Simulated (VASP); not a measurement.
Output of a VASP run:

OUTCAR:
```
 ion  position               nearest neighbor table
   1  0.667  0.333  0.500-   4 1.57   4 1.57   4 1.57   3 1.58
   2  0.333  0.667  0.000-   3 1.57   3 1.57   3 1.57   4 1.58
   3  0.667  0.333  0.875-   2 1.57   2 1.57   2 1.57   1 1.58
   4  0.333  0.667  0.375-   1 1.57   1 1.57   1 1.57   2 1.58
  LATTYP: Found a hexagonal cell.
 ALAT       =     2.5517923686
 C/A-ratio  =     1.6543524134
 Subroutine PRICEL returns:
 Original cell was already a primitive cell.
 Subroutine GETGRP returns: Found 12 space group operations
The static configuration has the point symmetry C_3v.
 The point group associated with its full space group is C_6v.
The dynamic configuration has the point symmetry C_3v.
 Subroutine INISYM returns: Found 12 space group operations
 Subroutine IBZKPT returns following result:
 Found     64 irreducible k-points:

 Following reciprocal coordinates:
            Coordinates               Weight
  0.000000  0.000000  0.000000      1.000000
  0.090909  0.000000  0.000000      6.000000
  0.181818  0.000000  0.000000      6.000000
  0.272727  0.000000  0.000000      6.000000
  0.363636  0.000000  0.000000      6.000000
  0.454545  0.000000  0.000000      6.000000
  0.090909  0.090909  0.000000      6.000000
  0.181818  0.090909  0.000000     12.000000
  0.272727  0.090909  0.000000     12.000000
  0.363636  0.090909  0.000000     12.000000
  0.454545  0.090909  0.000000      6.000000
  0.181818  0.181818  0.000000      6.000000
  0.272727  0.181818  0.000000     12.000000
  0.363636  0.181818  0.000000     12.000000
  0.272727  0.272727  0.000000      6.000000
  0.363636  0.272727  0.000000      6.000000
  0.000000  0.000000  0.166667      2.000000
  0.090909  0.000000  0.166667     12.000000
  0.181818  0.000000  0.166667     12.000000
  0.272727  0.000000  0.166667     12.000000
  0.363636  0.000000  0.166667     12.000000
  0.454545  0.000000  0.166667     12.000000
  0.090909  0.090909  0.166667     12.000000
  0.181818  0.090909  0.166667     24.000000
  0.272727  0.090909  0.166667     24.000000
  0.363636  0.090909  0.166667     24.000000
  0.454545  0.090909  0.166667     12.000000
  0.181818  0.181818  0.166667     12.000000
  0.272727  0.181818  0.166667     24.000000
  0.363636  0.181818  0.166667     24.000000
  0.272727  0.272727  0.166667     12.000000
  0.363636  0.272727  0.166667     12.000000
  0.000000  0.000000  0.333333      2.000000
  0.090909  0.000000  0.333333     12.000000
  0.181818  0.000000  0.333333     12.000000
  0.272727  0.000000  0.333333     12.000000
  0.363636  0.000000  0.333333     12.000000
  0.454545  0.000000  0.333333     12.000000
  0.090909  0.090909  0.333333     12.000000
  0.181818  0.090909  0.333333     24.000000
   k-points           NKPTS =     64   k-points in BZ     NKDIM =     64   number of bands    NBANDS=     12
   number of dos      NEDOS =    601   number of ions     NIONS =      4
   total plane-waves  NPLWV =  12800
   dimension x,y,z NGX =    20 NGY =   20 NGZ =   32
   dimension x,y,z NGXF=    40 NGYF=   40 NGZF=   64
   ions per type =               2   2
   PREC   = accura    normal or accurate (medium, high low for compatibility)
   ISTART =      0    job   : 0-new  1-cont  2-samecut
   ICHARG =      2    charge: 1-file 2-atom 10-const
   ISPIN  =      1    spin polarized calculation?
   LNONCOLLINEAR =      F non collinear calculations
   LSORBIT =      F    spin-orbit coupling
   INIWAV =      1    electr: 0-lowe 1-rand  2-diag
   ENCUT  =  520.0 eV  38.22 Ry    6.18 a.u.   4.74  4.74  7.85*2*pi/ulx,y,z
   NELM   =    100;   NELMIN=  2; NELMDL= -5     # of ELM steps
   EDIFF  = 0.1E-06   stopping-criterion for ELM
   LREAL  =      F    real-space projection
   NLSPLINE    = F    spline interpolate recip. space projectors
   LMAXMIX     =    2 max onsite mixed and CHGCAR
   VOSKOWN=      0    Vosko Wilk Nusair interpolation
...
```

File OSZICAR:
```
       N       E                     dE             d eps       ncg     rms          rms(c)
DAV:   1     0.542460461984E+02    0.54246E+02   -0.88427E+03  1536   0.130E+03
DAV:   2    -0.307333138976E+02   -0.84979E+02   -0.80482E+02  2136   0.274E+02
DAV:   3    -0.333037871855E+02   -0.25705E+01   -0.25617E+01  2044   0.488E+01
DAV:   4    -0.333188690351E+02   -0.15082E-01   -0.15072E-01  1904   0.380E+00
DAV:   5    -0.333190532334E+02   -0.18420E-03   -0.18417E-03  1988   0.394E-01    0.960E+00
DAV:   6    -0.314950572198E+02    0.18240E+01   -0.51365E+00  1924   0.187E+01    0.454E+00
DAV:   7    -0.313595684279E+02    0.13549E+00   -0.23818E-01  1848   0.471E+00    0.273E+00
DAV:   8    -0.313260788269E+02    0.33490E-01   -0.79933E-02  1732   0.255E+00    0.229E-01
DAV:   9    -0.313251302122E+02    0.94861E-03   -0.23149E-03  1992   0.503E-01    0.121E-01
DAV:  10    -0.313253104495E+02   -0.18024E-03   -0.34660E-04  1832   0.192E-01    0.257E-02
DAV:  11    -0.313253097681E+02    0.68139E-06   -0.59101E-05  1956   0.668E-02    0.114E-02
DAV:  12    -0.313253110782E+02   -0.13101E-05   -0.59600E-06  1884   0.252E-02    0.219E-03
DAV:  13    -0.313253111683E+02   -0.90159E-07   -0.18129E-07  1416   0.465E-03
   1 F= -.31325311E+02 E0= -.31325311E+02  d E =0.000000E+00
```

### OUTCAR
```
------------------------ aborting loop because EDIFF is reached ----------------------------------------
  FORCE on cell =-STRESS in cart. coord.  units (eV):
  Direction    XX          YY          ZZ          XY          YZ          ZX
  --------------------------------------------------------------------------------------
  Total       -0.0001689     -0.0001689      0.0001266      0.0000000      0.0000000      0.0000000
  in kB       -0.0113697     -0.0113697      0.0085185      0.0000000      0.0000000      0.0000000
  external PRESSURE =      -0.0047403 kB  Pullay stress =       0.0000000 kB
  volume of cell :       23.81
      direct lattice vectors                 reciprocal lattice vectors
     1.275896089 -2.209917072  0.000000000     0.391881443 -0.226252834  0.000000000
     1.275896089  2.209917072  0.000000000     0.391881443  0.226252834  0.000000000
     0.000000000  0.000000000  4.221563864     0.000000000  0.000000000  0.236879041
  FREE ENERGIE OF THE ION-ELECTRON SYSTEM (eV)
  ---------------------------------------------------
  free  energy   TOTEN  =       -31.3253111683 eV

  energy  without entropy=      -31.3253111683  energy(sigma->0) =      -31.32531117

 total charge

# of ion       s       p       d       tot
------------------------------------------
    1        0.671   1.345   0.000   2.016
    2        0.671   1.345   0.000   2.016
    3        1.212   2.763   0.000   3.975
    4        1.212   2.763   0.000   3.975
--------------------------------------------------
tot          3.766   8.217   0.000  11.983

 Electric field gradients after diagonalization (V/A^2)
 (convention: |V_zz| > |V_xx| > |V_yy|)
----------------------------------------------------------------------
 ion       V_xx      V_yy      V_zz     asymmetry (V_yy - V_xx)/ V_zz
----------------------------------------------------------------------
   1      -0.433    -0.433     0.866       0.000
   2      -0.433    -0.433     0.866       0.000
   3      -2.349    -2.347     4.696       0.001
   4      -2.349    -2.347     4.696       0.000
```
(Selected blocks of OUTCAR.)

### POSCAR
```
BN
1
    1.2758960887    -2.2099170716     0.0000000000
    1.2758960887     2.2099170716     0.0000000000
    0.0000000000    -0.0000000000     4.2215638635
B N
2 2
Direct
  0.6666670000   0.3333330000   0.5003184547
  0.3333330000   0.6666670000   0.0003184547
  0.6666670000   0.3333330000   0.8746815453
  0.3333330000   0.6666670000   0.3746815453
```

### Question
Reconstruct the remaining input files.

### Answer
One answer among several that fit: the input of the run itself, optB86b-vdW, plane waves, VASP's PBE PAW potentials (set 64).

**INCAR**
```
ALGO = Normal   # blocked Davidson
ENCUT = 520   # plane-wave cut-off (eV)
LWAVE = .FALSE.
PARAM1 = 0.1234
ISMEAR = -5   # tetrahedra, Bloechl
LUSE_VDW = .TRUE.
LREAL = .FALSE.
LASPH = .TRUE.
NELM = 100
LORBIT = 11   # lm-projected
PREC = Accurate
EDIFF = 1E-7   # SCF stop (eV)
NEDOS = 601
PARAM2 = 1.0
GGA = MK
ISIF = 2
LEFG = .TRUE.
SYSTEM = BN
LCHARG = .TRUE.
AGGAC = 0.0
```

### KPOINTS
```
kpoints
0
Gamma
11 11 6
0 0 0
```

POTCAR, in this order: B N (PBE.64 set). Program: vasp_std.

The compound is BN in the wurtzite structure, a metastable high-pressure form. It was relaxed first.
